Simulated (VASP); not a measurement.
Calculation: SCAN meta-GGA, VASP's PBE PAW potentials (set 64) (plane waves; VASP).

VASP input:

KPOINTS:
```
Automatic mesh
0
Gamma
6 6 6
0 0 0
```

File POSCAR:
```
KI
1
    0.0000000000     3.5350000000     3.5350000000
    3.5350000000     0.0000000000     3.5350000000
    3.5350000000     3.5350000000     0.0000000000
K I
1 1
Direct
  0.0000000000   0.0000000000   0.0000000000
  0.5000000000   0.5000000000   0.5000000000
```

**INCAR**
```
! general
SYSTEM   =  KI
PREC     =  Accurate
ENCUT    =  520
LREAL    =  .FALSE.
LASPH    =  .TRUE.

! electronic loop
EDIFF    =  1E-6
NELM     =  100
ALGO     =  Normal
LMAXMIX  =  4
LMIXTAU  =  .TRUE.

! smearing
ISMEAR   =  0
SIGMA    =  0.05

! functional
METAGGA  =  SCAN

! ions
IBRION   =  2
NSW      =  60
ISIF     =  3
EDIFFG   =  -0.01

! output
LWAVE    =  .FALSE.
LCHARG   =  .FALSE.
```

POTCAR, in this order: K_sv I (PBE.64 set). Program: vasp_std.

Output of the run:

OSZICAR:
```
       N       E                     dE             d eps       ncg     rms          rms(c)
DAV:   1     0.461261145041E+02    0.46126E+02   -0.68200E+03   384   0.116E+03
DAV:   2    -0.456470430634E+02   -0.91773E+02   -0.87332E+02   472   0.259E+02
DAV:   3    -0.512998393051E+02   -0.56528E+01   -0.56276E+01   524   0.575E+01
DAV:   4    -0.516788471456E+02   -0.37901E+00   -0.37838E+00   700   0.122E+01
DAV:   5    -0.516798883049E+02   -0.10412E-02   -0.10411E-02   508   0.760E-01    0.231E+00
DAV:   6    -0.488972223614E+02    0.27827E+01   -0.11390E+00   548   0.119E+01    0.205E+00
DAV:   7    -0.483317800968E+02    0.56544E+00   -0.31722E-01   544   0.612E+00    0.923E-01
DAV:   8    -0.486793023805E+02   -0.34752E+00   -0.30637E-01   424   0.531E+00    0.540E-01
DAV:   9    -0.483419968153E+02    0.33731E+00   -0.18906E-01   384   0.479E+00    0.379E-01
DAV:  10    -0.483525015542E+02   -0.10505E-01   -0.84491E-02   384   0.334E+00    0.239E-01
DAV:  11    -0.483362650469E+02    0.16237E-01   -0.48043E-02   384   0.271E+00    0.188E-01
DAV:  12    -0.483637904853E+02   -0.27525E-01   -0.88743E-03   384   0.136E+00    0.920E-02
DAV:  13    -0.483738775731E+02   -0.10087E-01   -0.99095E-03   384   0.137E+00    0.525E-02
DAV:  14    -0.483750315951E+02   -0.11540E-02   -0.31918E-03   408   0.686E-01    0.136E-02
DAV:  15    -0.483753580024E+02   -0.32641E-03   -0.29075E-04   428   0.239E-01    0.199E-02
DAV:  16    -0.483754816203E+02   -0.12362E-03   -0.98925E-05   456   0.132E-01    0.795E-03
DAV:  17    -0.483754691237E+02    0.12497E-04   -0.15522E-04   392   0.195E-01    0.823E-03
DAV:  18    -0.483754525794E+02    0.16544E-04   -0.30607E-05   400   0.832E-02    0.272E-03
DAV:  19    -0.483754517657E+02    0.81371E-06   -0.13808E-06   392   0.166E-02
   1 F= -.48375452E+02 E0= -.48375452E+02  d E =-.483755E+02
       N       E                     dE             d eps       ncg     rms          rms(c)
DAV:   1    -0.483760412826E+02   -0.58870E-03   -0.15004E-02   420   0.130E+00    0.134E-01
DAV:   2    -0.483756505219E+02    0.39076E-03   -0.10873E-03   504   0.333E-01    0.655E-02
DAV:   3    -0.483755105943E+02    0.13993E-03   -0.54099E-04   604   0.222E-01    0.345E-02
DAV:   4    -0.483755177980E+02   -0.72037E-05   -0.66883E-05   392   0.129E-01    0.198E-02
DAV:   5    -0.483755233161E+02   -0.55180E-05   -0.13763E-04   392   0.187E-01    0.738E-03
DAV:   6    -0.483755249610E+02   -0.16450E-05   -0.87332E-05   392   0.148E-01    0.269E-03
DAV:   7    -0.483755249704E+02   -0.94174E-08   -0.24547E-06   408   0.228E-02
   2 F= -.48375525E+02 E0= -.48375525E+02  d E =-.732047E-04
```

OUTCAR:
```
------------------------ aborting loop because EDIFF is reached ----------------------------------------
  FORCE on cell =-STRESS in cart. coord.  units (eV):
  Direction    XX          YY          ZZ          XY          YZ          ZX
  --------------------------------------------------------------------------------------
  Total       -0.0162750     -0.0162750     -0.0162750     -0.0000000      0.0000000     -0.0000000
  in kB       -0.2959284     -0.2959284     -0.2959284     -0.0000000      0.0000000     -0.0000000
  external PRESSURE =      -0.2959284 kB  Pullay stress =       0.0000000 kB
  volume of cell :       88.11
      direct lattice vectors                 reciprocal lattice vectors
    -0.000000000  3.531874206  3.531874206    -0.141567896  0.141567896  0.141567896
     3.531874206 -0.000000000  3.531874206     0.141567896 -0.141567896  0.141567896
     3.531874206  3.531874206  0.000000000     0.141567896  0.141567896 -0.141567896
  FREE ENERGIE OF THE ION-ELECTRON SYSTEM (eV)
  ---------------------------------------------------
  free  energy   TOTEN  =       -48.3755249704 eV

  energy  without entropy=      -48.3755249704  energy(sigma->0) =      -48.37552497

 reached required accuracy - stopping structural energy minimisation
```
(Selected blocks of OUTCAR.)

CONTCAR:
```
KI
   1.00000000000000
    -0.0000000000000000    3.5318742064222244    3.5318742064222244
     3.5318742064222244   -0.0000000000000000    3.5318742064222244
     3.5318742064222244    3.5318742064222244    0.0000000000000000
  K               I
     1     1
Direct
     1.0000000000000000    0.0000000000000000    1.0000000000000000
     0.5000000000000000    0.5000000000000000    0.5000000000000000
```

The compound is KI in the rock salt structure. This run relaxes it. Symmetry was kept, so distortions that lower it aren't found.
